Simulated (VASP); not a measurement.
**Zn₃CdSe₄ (space group Amm2): computed properties**

Method: r2SCAN meta-GGA, VASP's PBE PAW potentials (set 64) (plane waves; VASP).

- space group: Amm2 (38)
- cell: a = 4.0825 Å, b = 8.1757 Å, c = 11.5605 Å, α = β = γ = 90.00°
- volume per atom: 24.12 Å^3/atom
- band gap (over mesh and band path): 1.48 eV
- smallest direct gap (over mesh and band path): 1.48 eV
- band-edge character: direct, Γ to Γ
- density: 5.37 g/cm³

```cif
data_CdSe4Zn3
_chemical_formula_sum 'Zn3 Cd1 Se4'
_space_group_name_H-M_alt 'P 1'
_space_group_IT_number 1
_cell_length_a 4.08245
_cell_length_b 7.07970
_cell_length_c 7.07970
_cell_angle_alpha 70.537
_cell_angle_beta 90.000
_cell_angle_gamma 90.000
loop_
_space_group_symop_operation_xyz
  'x, y, z'
loop_
_atom_site_label
_atom_site_type_symbol
_atom_site_fract_x
_atom_site_fract_y
_atom_site_fract_z
_atom_site_occupancy
Zn1 Zn 0.00000 0.99970 0.99970 1
Zn2 Zn 0.50000 0.99846 0.50132 1
Zn3 Zn 0.50000 0.50132 0.99846 1
Cd1 Cd 0.00000 0.50151 0.50151 1
Se1 Se 0.50000 0.36261 0.36261 1
Se2 Se 0.00000 0.36932 0.89232 1
Se3 Se 0.00000 0.89232 0.36932 1
Se4 Se 0.50000 0.87476 0.87476 1
```

The structure comes from a computed database's Zn3CdSe4 entry (Amm2); how it stands against other phases isn't given here. It was relaxed first. Symmetry was kept, so distortions that lower it aren't found.
